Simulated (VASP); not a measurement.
Wanted: the native input for a VASP 6.6.1 run.

| Quantity | Value |
| --- | --- |
| Task | relaxation of cell and atoms |
| Functional | PBE |
| Potentials or basis | VASP PAW PBE potentials, release 64 (Ba_sv, V_sv, Tl_d, O) |
| Cutoff | 600 eV |
| k mesh | 4 × 4 × 4 |
| Occupations | fermi-dirac, width 0.05 eV |
| Spin | collinear spin, ferromagnetic start |
| Starting moments | [0.0, 0.0, 2.0, 2.0, 2.0, 0.0, 0.0, 0.0, 0.0, 0.0, 0.0, 0.0, 0.0, 0.0, 0.0, 0.0, 0.0, 0.0, 0.0, 0.0, 0.0, 0.0] μB |
| Further INCAR settings | ALGO = Normal; EDIFF = 1e-06; IBRION = 2; EDIFFG = -0.01; NSW = 40; ISIF = 3 |

The structure of Ba2Tl5V3O12 lies in POSCAR:

```
Ba2Tl5V3O12
1.0
    8.1542100000      0.0000000000      0.0000000000
   -4.0771100000      7.0617600000      0.0000000000
    0.0000000000      0.0000000000      6.9212800000
Ba V Tl O
2 3 5 12
Direct
    0.0000000000      0.0000000000      0.2355200000
    0.0000000000      0.0000000000      0.7644800000
    0.5000000000      0.0000000000      0.0000000000
    0.0000000000      0.5000000000      0.0000000000
    0.5000000000      0.5000000000      0.0000000000
    0.5000000000      0.0000000000      0.5000000000
    0.0000000000      0.5000000000      0.5000000000
    0.5000000000      0.5000000000      0.5000000000
    0.3333300000      0.6666700000      0.2248900000
    0.6666700000      0.3333300000      0.7751100000
    0.3389000000      0.3433400000      0.8144400000
    0.6566600000      0.9955600000      0.8144400000
    0.0044400000      0.6611000000      0.8144400000
    0.3433400000      0.3389000000      0.1855600000
    0.9955600000      0.6566600000      0.1855600000
    0.6611000000      0.0044400000      0.1855600000
    0.6611000000      0.6566600000      0.1855600000
    0.3433400000      0.0044400000      0.1855600000
    0.9955600000      0.3389000000      0.1855600000
    0.6566600000      0.6611000000      0.8144400000
    0.0044400000      0.3433400000      0.8144400000
    0.3389000000      0.9955600000      0.8144400000
```

The cell was built by a generator and needn't be a form met in nature.

One way to write it, as run:

INCAR

```
SYSTEM = Ba2Tl5V3O12
PREC     = Accurate       ! precision mode
ENCUT    = 600            ! plane-wave cutoff, eV
EDIFF    = 1E-6           ! SCF threshold, eV
ISMEAR   = -1             ! smearing method
SIGMA    = 0.05           ! smearing width, eV
LREAL    = .FALSE.        ! projectors in reciprocal space
LASPH    = .TRUE.         ! aspherical terms in the spheres
NELM     = 120            ! most SCF steps
ALGO     = Normal         ! electronic algorithm
ISIF     = 3              ! what is computed and relaxed
LWAVE    = .FALSE.        ! write WAVECAR
LCHARG   = .FALSE.        ! write CHGCAR
ISPIN    = 2              ! spin polarisation
MAGMOM   = 0 0 2 2 2 0 0 0 0 0 0 0 0 0 0 0 0 0 0 0 0 0 ! initial moments
LORBIT   = 11             ! projections on sites
LMAXMIX  = 4              ! l up to which the mixer works
GGA      = PE             ! functional
IBRION   = 2              ! ionic algorithm
NSW      = 40             ! ionic steps
EDIFFG   = -0.01          ! ionic threshold
KPAR     = 4
```

KPOINTS

```
Automatic mesh
0
G
  4 4 4
  0 0 0
```

Potentials or basis: VASP PAW PBE potentials, release 64 (Ba_sv, V_sv, Tl_d, O).

Run with:

```sh
$ cat potpaw_PBE.64/Ba_sv/POTCAR potpaw_PBE.64/V_sv/POTCAR potpaw_PBE.64/Tl_d/POTCAR potpaw_PBE.64/O/POTCAR > POTCAR
$ mpirun -np 4 vasp_std > vasp.out
```

Results of the run:

The relaxed volume is 18.35 Å³/atom. The relaxed cell is a = 8.175 Å, b = 8.175 Å, c = 6.978 Å, α = 90.00°, β = 90.00°, γ = 120.00°, the space group after relaxing (to 0.05 Å) is P-3m1 (No. 164) and the energy gained by relaxing is 0.7 meV/atom. The ionic steps are 8 and the pressure after relaxing is 0.0 GPa. The largest force after relaxing is 0.007 eV/Å. The band gap on the k mesh is none (metal or under the smearing width), the net moment is 0.00 μB per cell and the valence electrons inside the program's atomic spheres are Ba 7.85; V 11.67; Tl 11.12, 11.24; O 4.93.

Caveat: semilocal functionals often make such compounds metallic where correlation or magnetic order opens a gap, which also shifts bond lengths.

Run time: 110 min on 4 MPI ranks on Intel(R) Xeon(R) 6975P-C (Granite Rapids) (shared host), peak memory 2.2 GiB a rank.
